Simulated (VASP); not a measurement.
Input:

```
CELL_PARAMETERS angstrom
      0.00000     1.87547     1.87547
      1.87547     0.00000     1.87547
      1.87547     1.87547     0.00000
ATOMIC_POSITIONS crystal
  Ir 0.00000 0.00000 0.00000
```

Level of theory: PBEsol GGA, VASP's PBE PAW potentials (set 64) (plane waves; VASP). Numerical set-up: 500 eV cut-off, 17×17×17 Γ-centred mesh, first-order Methfessel-Paxton smearing of 0.10 eV, potentials Ir.

Energy and stress use the plane-wave basis of the starting cell.

Question: The ions, cell shape and volume at an external pressure of 45.0 GPa are relaxed. Which structure does the run end with?

Answer: 
```
CELL_PARAMETERS angstrom
      0.00000     1.85894     1.85894
      1.85894     0.00000     1.85894
      1.85894     1.85894     0.00000
ATOMIC_POSITIONS crystal
  Ir 0.00000 0.00000 0.00000
```
Space group Fm-3m (225), at a tolerance of 0.03 Å.

Question: How do energy and volume change from the first to the last step?

Answer: The energy (σ→0) changes by +80.5 meV/atom and the volume by -2.6 %, in 5 ionic steps.

| step | E(σ→0) (eV) | max force (eV/Å) | pressure (GPa) | volume (Å³) |
|---|---|---|---|---|
| 1 | -9.7427 | 0.000 | 29.91 | 13.19 |
| 2 | -8.4309 | 0.000 | 182.53 | 10.96 |
| 3 | -9.6701 | 0.000 | 43.73 | 12.88 |
| 4 | -9.6642 | 0.000 | 44.74 | 12.85 |
| 5 | -9.6623 | 0.000 | 45.06 | 12.85 |

The compound is Ir in the fcc structure. This run relaxes it under an external pressure of 45 GPa. Symmetry was kept, so distortions that lower it aren't found.
